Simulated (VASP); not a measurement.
# MnTeS: structure and properties in VASP, part 2 of 9

Wanted: the relaxed cell of MnTeS and its properties. The cell is invented: it takes the structure of a Materials Project entry for TiTeS (space group 156 there), with some of its atoms replaced by other elements, volume scaled by an estimate. It may not be a known or stable phase.

VASP 6.6.1, plane waves and PAW; the level of theory is named at each step.

Still holding for the runs below: The cell holds one magnetic atom, so no antiferromagnetic order fits into it. The k-mesh is coarse for a metal. The bonds form layers, held to each other by dispersion, which PBEsol lacks, so the spacing between them is unreliable.

So far, moment of the cell, from the last line of the log (μB): step 2 (rough relaxation of the start cell) 4.12.

### 3. Full relaxation (PBEsol + U)

Level of this step: PBEsol, DFT+U (Mn d 5.3 eV), spin-polarised from a ferromagnetic start (one magnetic atom a cell); plane waves and PAW (Te, Mn_pv, S); invented cell (VASP).

Properties are meant for the cell that this level of theory prefers, so cell and atoms are relaxed first (ISIF = 3) until forces and stress are small; EDIFFG sets the threshold.

INCAR reads:

```
SYSTEM = MnTeS
PREC = Accurate
ENCUT = 400
EDIFF = 1E-06
NELM = 100
ISMEAR = 0
SIGMA = 0.05
LREAL = .FALSE.
ALGO = Normal
GGA = PS
NBANDS = 20
ISPIN = 2
MAGMOM = 0 4 0
LDAU = .TRUE.
LDAUTYPE = 2
LDAUL = -1 2 -1
LDAUU = 0 5.3 0
LDAUJ = 0 0 0
LDAUPRINT = 1
LASPH = .TRUE.
LMAXMIX = 4
LORBIT = 11
LWAVE = .FALSE.
LCHARG = .FALSE.
IBRION = 2
NSW = 60
ISIF = 3
EDIFFG = -0.01
```

POSCAR reads:

```
MnTeS
1.0
    3.5245673983     -0.0000000155      0.0000000000
   -1.7622832255      3.0523645438      0.0000000000
    0.0000000000      0.0000000000      6.2079255134
Te Mn S
1 1 1
Direct
    0.0000000000      0.0000000000      0.7010162916
    0.3333333300      0.6666666700      0.0470390367
    0.6666666700      0.3333333300      0.2519436717
```

KPOINTS reads:

```
Automatic mesh
0
Gamma
6 6 3
0 0 0
```

The projector-augmented-wave data sets are Te, Mn_pv and S (PBE family, release 64).

Launch:

```
> mpirun -np 1 vasp_std
```

The log of the run:

```text
[banner, memory and clock lines left out]
running    1 mpi-ranks, on    1 nodes
 distrk:  each k-point on    1 cores,    1 groups
 distr:  one band on    1 cores,    1 groups

 POSCAR found type information on POSCAR TeMnS
 POSCAR found :  3 types and       3 ions
 [... a notice as in an earlier step ...]

 LDA part: xc-table for (Slater+PW92), standard interpolation
 POSCAR, INCAR and KPOINTS ok, starting setup
 FFT: planning ... GRIDC
 FFT: planning ... GRID_SOFT
 FFT: planning ... GRID
 WAVECAR not read
 entering main loop
       N       E                     dE             d eps       ncg     rms          rms(c)
DAV:   1     0.141878556044E+03    0.14188E+03   -0.11662E+04  1568   0.979E+02
DAV:   2    -0.618451923194E+01   -0.14806E+03   -0.14239E+03  1440   0.257E+02
DAV:   3    -0.156364256561E+02   -0.94519E+01   -0.93106E+01  1616   0.672E+01
DAV:   4    -0.158121959872E+02   -0.17577E+00   -0.17556E+00  1540   0.955E+00
DAV:   5    -0.158156593394E+02   -0.34634E-02   -0.34631E-02  1608   0.147E+00    0.148E+01
DAV:   6    -0.171715013585E+02   -0.13558E+01   -0.53600E+01  1476   0.620E+01    0.234E+01
DAV:   7    -0.155110287436E+02    0.16605E+01   -0.12617E+01  1520   0.316E+01    0.865E+00
DAV:   8    -0.157516598433E+02   -0.24063E+00   -0.15036E+00  1796   0.865E+00    0.551E+00
DAV:   9    -0.156794528558E+02    0.72207E-01   -0.44760E-01  1800   0.534E+00    0.291E+00
DAV:  10    -0.157764030619E+02   -0.96950E-01   -0.10896E-01  1616   0.358E+00    0.125E+00
DAV:  11    -0.157799671096E+02   -0.35640E-02   -0.24142E-02  1732   0.101E+00    0.511E-01
DAV:  12    -0.157802232565E+02   -0.25615E-03   -0.29121E-03  1468   0.530E-01    0.230E-01
DAV:  13    -0.157802116628E+02    0.11594E-04   -0.53953E-04  1708   0.191E-01    0.926E-02
DAV:  14    -0.157802434039E+02   -0.31741E-04   -0.10931E-04  1660   0.941E-02    0.334E-02
DAV:  15    -0.157802424430E+02    0.96088E-06   -0.11737E-05  1544   0.347E-02    0.162E-02
DAV:  16    -0.157802435518E+02   -0.11088E-05   -0.50938E-06  1520   0.183E-02    0.624E-03
DAV:  17    -0.157802436239E+02   -0.72014E-07   -0.43609E-07   728   0.441E-03
   1 F= -.15780244E+02 E0= -.15778950E+02  d E =-.157802E+02  mag=     3.7773
 curvature:   0.00 expect dE= 0.000E+00 dE for cont linesearch  0.000E+00
 trial: gam= 0.00000 g(F)=  0.221E-02 g(S)=  0.581E-02 ort = 0.000E+00 (trialstep = 0.100E+01)
 search vector abs. value=  0.802E-02
 bond charge predicted
       N       E                     dE             d eps       ncg     rms          rms(c)
DAV:   1    -0.158028540182E+02   -0.22610E-01   -0.86794E-01  1616   0.154E+01    0.166E+00
DAV:   2    -0.157898495134E+02    0.13005E-01   -0.23410E-01  1560   0.556E+00    0.158E+00
DAV:   3    -0.157890451574E+02    0.80436E-03   -0.13377E-02  1468   0.116E+00    0.423E-01
DAV:   4    -0.157870819281E+02    0.19632E-02   -0.32954E-03  1612   0.379E-01    0.233E-01
DAV:   5    -0.157863697810E+02    0.71215E-03   -0.14944E-03  1500   0.321E-01    0.128E-01
DAV:   6    -0.157863621758E+02    0.76051E-05   -0.11299E-04  1524   0.819E-02    0.996E-02
DAV:   7    -0.157863594194E+02    0.27564E-05   -0.25690E-05  1600   0.480E-02    0.498E-02
DAV:   8    -0.157863581265E+02    0.12929E-05   -0.91873E-06  1680   0.244E-02    0.845E-03
DAV:   9    -0.157863581963E+02   -0.69824E-07   -0.18958E-06  1004   0.121E-02
   2 F= -.15786358E+02 E0= -.15784755E+02  d E =-.611457E-02  mag=     3.7613
[... from here on, the cycles between the ionic steps are left out ...]
   3 F= -.15789749E+02 E0= -.15787543E+02  d E =-.950570E-02  mag=     3.6702
   4 F= -.15791362E+02 E0= -.15789932E+02  d E =-.111179E-01  mag=     3.5688
   5 F= -.15791776E+02 E0= -.15789893E+02  d E =-.115326E-01  mag=     3.5858
   6 F= -.15792599E+02 E0= -.15791324E+02  d E =-.123556E-01  mag=     3.5559
   7 F= -.15795188E+02 E0= -.15793850E+02  d E =-.258909E-02  mag=     3.5582
   8 F= -.15803033E+02 E0= -.15802307E+02  d E =-.104338E-01  mag=     3.6104
   9 F= -.15807551E+02 E0= -.15807075E+02  d E =-.149518E-01  mag=     3.5742
  10 F= -.15807952E+02 E0= -.15807297E+02  d E =-.153525E-01  mag=     3.5785
  11 F= -.15812483E+02 E0= -.15811881E+02  d E =-.453166E-02  mag=     3.5784
  12 F= -.15816538E+02 E0= -.15816031E+02  d E =-.858634E-02  mag=     3.5769
  13 F= -.15816843E+02 E0= -.15816329E+02  d E =-.889095E-02  mag=     3.5773
  14 F= -.15817871E+02 E0= -.15817345E+02  d E =-.102793E-02  mag=     3.5768
  15 F= -.15819550E+02 E0= -.15818908E+02  d E =-.270756E-02  mag=     3.5756
  16 F= -.15819661E+02 E0= -.15818954E+02  d E =-.281879E-02  mag=     3.5753
  17 F= -.15819877E+02 E0= -.15819128E+02  d E =-.215527E-03  mag=     3.5747
  18 F= -.15820339E+02 E0= -.15819458E+02  d E =-.677127E-03  mag=     3.5741
  19 F= -.15820603E+02 E0= -.15819760E+02  d E =-.941995E-03  mag=     3.5741
  20 F= -.15820775E+02 E0= -.15820010E+02  d E =-.171882E-03  mag=     3.5741
  21 F= -.15820828E+02 E0= -.15820284E+02  d E =-.224183E-03  mag=     3.5741
  22 F= -.15820865E+02 E0= -.15820234E+02  d E =-.261609E-03  mag=     3.5741
  23 F= -.15820993E+02 E0= -.15820388E+02  d E =-.127827E-03  mag=     3.5741
 trial-energy change:   -0.000128  1 .order   -0.000129   -0.000179   -0.000079
 step:   1.5464(harm=  1.5464)  dis= 0.00411  next Energy=   -15.821025 (dE=-0.160E-03)
 bond charge predicted
       N       E                     dE             d eps       ncg     rms          rms(c)
DAV:   1    -0.158204914375E+02    0.50155E-03   -0.19482E-02  1824   0.364E+00    0.144E-01
DAV:   2    -0.158209963240E+02   -0.50489E-03   -0.50107E-03  1440   0.581E-01    0.870E-02
DAV:   3    -0.158210240364E+02   -0.27712E-04   -0.17616E-04  1516   0.139E-01    0.329E-02
DAV:   4    -0.158210213538E+02    0.26826E-05   -0.10977E-05  1772   0.275E-02    0.201E-02
DAV:   5    -0.158210188398E+02    0.25140E-05   -0.42440E-06  1532   0.303E-02    0.829E-03
DAV:   6    -0.158210187630E+02    0.76748E-07   -0.93374E-07   724   0.911E-03
  24 F= -.15821019E+02 E0= -.15820436E+02  d E =-.153724E-03  mag=     3.5741
 curvature:  -0.93 expect dE=-0.327E-04 dE for cont linesearch -0.104E-06
 trial: gam= 0.21468 g(F)=  0.272E-05 g(S)=  0.325E-04 ort =-0.529E-05 (trialstep = 0.100E+01)
 search vector abs. value=  0.444E-04
 reached required accuracy - stopping structural energy minimisation
```

The job ended after 3.5 min (1 MPI rank of Intel Xeon 6975P-C (Granite Rapids), shared host; peak memory 0.19 GiB).

From OUTCAR (step 3):

```text
  LATTYP: Found a hexagonal cell.
 ALAT       =     3.5245673983
 C/A-ratio  =     1.7613297781

The static configuration has the point symmetry C_3v.

 Found     17 irreducible k-points:

   k-points           NKPTS =     17   k-points in BZ     NKDIM =     17   number of bands    NBANDS=     20

   dimension x,y,z NGX =    24 NGY =   24 NGZ =   40
   dimension x,y,z NGXF=    48 NGYF=   48 NGZF=   80

   ENCUT  =  400.0 eV  29.40 Ry    5.42 a.u.   5.75  5.75 10.12*2*pi/ulx,y,z

   NELECT =      25.0000    total number of electrons

atom =   2  type =  2  l = 2

 onsite density matrix

spin component  1

  0.9207 -0.0000 -0.0000  0.0198  0.0000
 -0.0000  0.8994 -0.0000  0.0000  0.0198
 -0.0000 -0.0000  0.9302 -0.0000 -0.0000
  0.0198  0.0000 -0.0000  0.8994  0.0000
  0.0000  0.0198 -0.0000  0.0000  0.9207

spin component  2

  0.0620  0.0000 -0.0000 -0.0490  0.0000
  0.0000  0.0939  0.0000  0.0000 -0.0490
 -0.0000  0.0000  0.0303  0.0000 -0.0000
 -0.0490  0.0000  0.0000  0.0939 -0.0000
  0.0000 -0.0490 -0.0000 -0.0000  0.0620

 occupancies and eigenvectors

  o =  0.0264  v =  0.0000  0.0000  0.0000  0.0000  0.0000 -0.3505  0.5297  0.0000 -0.2545  0.7293      0.0000  0.0000  0.0000  0.0000  0.0000  0.0000  0.0000  0.0000  0.0000  0.0000
  o =  0.0264  v =  0.0000  0.0000  0.0000  0.0000  0.0000 -0.7293 -0.2545 -0.0000 -0.5297 -0.3505      0.0000  0.0000  0.0000  0.0000  0.0000  0.0000  0.0000  0.0000  0.0000  0.0000
  o =  0.0303  v =  0.0000  0.0000  0.0000  0.0000  0.0000  0.0000  0.0000 -1.0000  0.0000  0.0000      0.0000  0.0000  0.0000  0.0000  0.0000  0.0000  0.0000  0.0000  0.0000  0.0000
  o =  0.1295  v =  0.0000  0.0000  0.0000  0.0000  0.0000  0.2545  0.7293  0.0000 -0.3505 -0.5297      0.0000  0.0000  0.0000  0.0000  0.0000  0.0000  0.0000  0.0000  0.0000  0.0000
  o =  0.1295  v =  0.0000  0.0000  0.0000  0.0000  0.0000 -0.5297  0.3505  0.0000  0.7293 -0.2545      0.0000  0.0000  0.0000  0.0000  0.0000  0.0000  0.0000  0.0000  0.0000  0.0000
  o =  0.8876  v = -0.2220 -0.7739  0.0000  0.3719  0.4620  0.0000  0.0000  0.0000  0.0000  0.0000      0.0000  0.0000  0.0000  0.0000  0.0000  0.0000  0.0000  0.0000  0.0000  0.0000
  o =  0.8876  v = -0.4620  0.3719 -0.0000  0.7739 -0.2220  0.0000  0.0000  0.0000  0.0000  0.0000      0.0000  0.0000  0.0000  0.0000  0.0000  0.0000  0.0000  0.0000  0.0000  0.0000
  o =  0.9302  v = -0.0001 -0.0000 -1.0000 -0.0000 -0.0000  0.0000  0.0000  0.0000  0.0000  0.0000      0.0000  0.0000  0.0000  0.0000  0.0000  0.0000  0.0000  0.0000  0.0000  0.0000
  o =  0.9325  v =  0.3720 -0.4619  0.0000  0.2220 -0.7739  0.0000  0.0000  0.0000  0.0000  0.0000      0.0000  0.0000  0.0000  0.0000  0.0000  0.0000  0.0000  0.0000  0.0000  0.0000
  o =  0.9325  v =  0.7739  0.2220 -0.0001  0.4619  0.3720  0.0000  0.0000  0.0000  0.0000  0.0000      0.0000  0.0000  0.0000  0.0000  0.0000  0.0000  0.0000  0.0000  0.0000  0.0000

 E-fermi :   5.9630

 spin component 1
 k-point     1 :       0.0000    0.0000    0.0000
  band No.  band energies     occupation
    ...
      7       0.6013      1.00000
      8       0.6013      1.00000
      9       1.2423      1.00000
     10       1.2423      1.00000
     11       1.9646      1.00000
     12       6.2157      0.00000
     13       6.2157      0.00000
     14       7.3241      0.00000
     15       7.7475      0.00000
     16       7.7475      0.00000
    ...

 k-point     2 :       0.1667   -0.0000    0.0000
  band No.  band energies     occupation
    ...
      9       1.2118      1.00000
     10       1.2402      1.00000
     11       2.0452      1.00000
     12       4.6549      1.00000
     13       5.6644      1.00000
     14       6.0782      0.00056
     15       7.4037      0.00000
     16       7.6894      0.00000
     17      11.3610      0.00000
     18      12.5519      0.00000
    ...

 k-point     3 :       0.3333   -0.0000    0.0000
  band No.  band energies     occupation
    ...
     10       1.2849      1.00000
     11       2.3047      1.00000
     12       2.8853      1.00000
     13       4.0724      1.00000
     14       4.7646      1.00000
     15       6.5179      0.00000
     16       7.4849      0.00000
     17      10.8875      0.00000
     18      11.9113      0.00000
     19      12.4635      0.00000
    ...

 k-point     4 :       0.5000   -0.0000    0.0000
  band No.  band energies     occupation
    ...
     11       2.4862      1.00000
     12       2.6178      1.00000
     13       3.3237      1.00000
     14       4.3456      1.00000
     15       5.5420      1.00000
     16       7.3740      0.00000
     17      10.5828      0.00000
     18      11.3617      0.00000
     19      12.0746      0.00000
     20      13.3962      0.00000

  Total        0.0282496      0.0282496      0.0206031      0.0000000     -0.0000000     -0.0000000
  in kB        0.6886664      0.6886662      0.5022594      0.0000001     -0.0000000     -0.0000000
  external PRESSURE =       0.6265307 kB  Pullay stress =       0.0000000 kB

  energy-cutoff  :      400.00
  volume of cell :       65.72
      direct lattice vectors                 reciprocal lattice vectors
     3.654038697  0.000000004 -0.000000000     0.273669789  0.158003303  0.000000000
    -1.827018840  3.164489926  0.000000000    -0.000000000  0.316006694 -0.000000000
    -0.000000000  0.000000000  5.683783889     0.000000000  0.000000000  0.175939131

 POSITION                                       TOTAL-FORCE (eV/Angst)
 -----------------------------------------------------------------------------------
     -0.00000      0.00000      4.00383        -0.000000      0.000000      0.004317
      0.00000      2.10966      0.24244        -0.000000      0.000000      0.001607
      1.82702      1.05483      1.43751         0.000000     -0.000000     -0.005924
 -----------------------------------------------------------------------------------
    total drift:                                0.000003     -0.000004      0.001371

  FREE ENERGIE OF THE ION-ELECTRON SYSTEM (eV)
  ---------------------------------------------------
  free  energy   TOTEN  =       -15.8210187630 eV

  energy  without entropy=      -15.8198522528  energy(sigma->0) =      -15.82043551

 total charge
# of ion       s       p       d       tot
------------------------------------------
    1        1.421   1.836   0.038   3.295
    2        0.279   6.244   4.892  11.416
    3        1.350   2.329   0.000   3.679
--------------------------------------------------
tot          3.050  10.409   4.930  18.389

 magnetization (x)
# of ion       s       p       d       tot
------------------------------------------
    1       -0.005  -0.372  -0.001  -0.378
    2        0.041   0.037   4.220   4.298
    3       -0.001  -0.214   0.000  -0.215
--------------------------------------------------
tot          0.035  -0.549   4.219   3.705

[... 2 parts as in an earlier step ...]

[... 11 further parts left out ...]
```

The steps of the relaxation (22 of 24):

```csv
step,energy less that of the first step (eV),largest force (eV/Å),pressure (GPa),volume (Å³)
1,0.0000,0.1674,-0.41,66.79
2,-0.0061,0.0978,0.10,66.23
3,-0.0095,0.1059,0.73,65.53
4,-0.0111,0.1688,2.08,64.13
5,-0.0115,0.1542,1.23,64.95
6,-0.0124,0.1425,1.64,64.54
8,-0.0228,0.1067,1.46,64.62
9,-0.0273,0.2675,1.36,64.70
10,-0.0277,0.2258,1.39,64.69
11,-0.0322,0.1844,0.86,65.16
12,-0.0363,0.1518,-0.52,66.58
13,-0.0366,0.1532,-0.27,66.30
14,-0.0376,0.1143,-0.22,66.27
15,-0.0393,0.0269,-0.10,66.17
16,-0.0394,0.0468,-0.04,66.15
17,-0.0396,0.0403,-0.02,66.10
19,-0.0404,0.0541,0.13,65.67
20,-0.0405,0.0519,0.06,65.72
21,-0.0406,0.0474,-0.10,65.83
22,-0.0406,0.0497,-0.04,65.78
23,-0.0407,0.0232,0.02,65.75
24,-0.0408,0.0059,0.06,65.72
```

```csv
"conventional cell, symmetrised",before,after,change
a (Å),3.525,3.654,+3.7 %
b (Å),3.525,3.654,+3.7 %
c (Å),6.208,5.684,-8.4 %
volume (Å³/atom),22.26,21.91,-1.6 %
```

The atoms that moved most (Å, as changes of fractional coordinates times the final cell):

```csv
atom,dx,dy,dz,length
Mn2,0.000,0.000,-0.025,0.025
Te1,0.000,0.000,0.019,0.019
S3,0.000,0.000,0.006,0.006
```

Final coordinates:

```xyz
3
Lattice="3.6540 0.0000 0.0000 -1.8270 3.1645 0.0000 0.0000 0.0000 5.6838" Properties=species:S:1:pos:R:3 pbc="T T T"
Te    0.0000    0.0000    4.0038
Mn    0.0000    2.1097    0.2424
S     1.8270    1.0548    1.4375
```

Numbers from this step:

```
irreducible k-points                              : 17
free energy (TOTEN)                               : -15.82 eV
energy at zero smearing                           : -15.82 eV
Fermi energy                                      : 5.963 eV
pressure                                          : 0.06265 GPa
moment of the cell, from the last line of the log : 3.574 μB
SCF cycles over all ionic steps                   : 189
```

Spin moment in the PAW sphere by atom:

```csv
atom,spin moment in the PAW sphere (μB)
Te1,-0.38
Mn2,4.30
S3,-0.21
```

It ends with a largest force of 0.006 eV/Å and a pressure of 0.06 GPa.

[end of part 2 of 9]

[Lines on the potential files, build, host, timing and source positions are cut from VASP's logs without a mark.]

[Logs are printed without paths, hosts, clocks, repeated set-up lines and the standing remarks that a program may print on its own settings, such as how far it seeks lower states.]

[Hosts, paths, dates, database ids (printed as entryN), source tags and the programs' standing remarks are cut or masked in the printed files.]

[A measured line is paired with the nearest computed mode of its activity, which favours agreement.]
